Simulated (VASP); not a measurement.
Consider the following.

```xyz
5
Lattice="3.9394 0.0000 0.0000 0.0000 3.9394 0.0000 0.0000 0.0000 3.9394" Properties=species:S:1:pos:R:3 pbc="T T T"
Sr     0.0000     0.0000     0.0000
Ti     1.9697     1.9697     1.9697
O      1.9697     0.0000     1.9697
O      0.0000     1.9697     1.9697
O      1.9697     1.9697     0.0000
```

Calculation: PBE GGA, VASP's PBE PAW potentials (set 64) (plane waves; VASP). Settings: 620 eV cut-off, 6×6×6 Γ-centred mesh, Gaussian smearing of 0.050 eV, potentials Sr_sv Ti_sv O.

Task: Estimate the energy per atom (σ→0), band gap (on the k-mesh) with the smallest direct gap where there is one.

Result: 
```json
{
  "band gap (on the k-mesh)": "1.81 eV",
  "smallest direct gap (on the k-mesh)": "2.18 eV",
  "energy per atom (σ→0)": "-8.022 eV/atom"
}
```

The compound is SrTiO3 in the cubic perovskite structure, the ideal cubic form; the compound distorts at low or room temperature. It was relaxed first.
